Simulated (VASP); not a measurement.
Consider the following.

```
CELL_PARAMETERS angstrom
      3.97933     0.00000     0.00000
      0.00000     3.97933     0.00000
      0.00000     0.00000     4.06892
ATOMIC_POSITIONS crystal
  Ba 0.00000 0.00000 0.00224
  Ti 0.50000 0.50000 0.51828
  O  0.50000 0.50000 0.97316
  O  0.00000 0.50000 0.48516
  O  0.50000 0.00000 0.48516
```

Calculation: vdW-DF-cx, VASP's PBE PAW potentials (set 64) (plane waves; VASP). Settings: 520 eV cut-off, 6×6×6 Γ-centred mesh, tetrahedra with Blöchl corrections, potentials Ba_sv Ti_sv O.

The cores are frozen, which limits the accuracy of field gradients.

**Question.** Give the principal components of the electric field gradient (V/Å²) and the asymmetry η at each nucleus.

**Answer.** 
```json
[
 {"atom": "Ba1", "Vxx": "2.8", "Vyy": "2.8", "Vzz": "-5.5", "η": "0.00"},
 {"atom": "Ti2", "Vxx": "-5.2", "Vyy": "-5.2", "Vzz": "10.5", "η": "0.00"},
 {"atom": "O3", "Vxx": "-7.8", "Vyy": "-7.8", "Vzz": "15.5", "η": "0.00"},
 {"atom": "O4", "Vxx": "-13.7", "Vyy": "-10.0", "Vzz": "23.7", "η": "0.16"},
 {"atom": "O5", "Vxx": "-13.7", "Vyy": "-10.0", "Vzz": "23.7", "η": "0.16"}
]
```

The compound is BaTiO3 in the tetragonal perovskite structure. It was relaxed first.
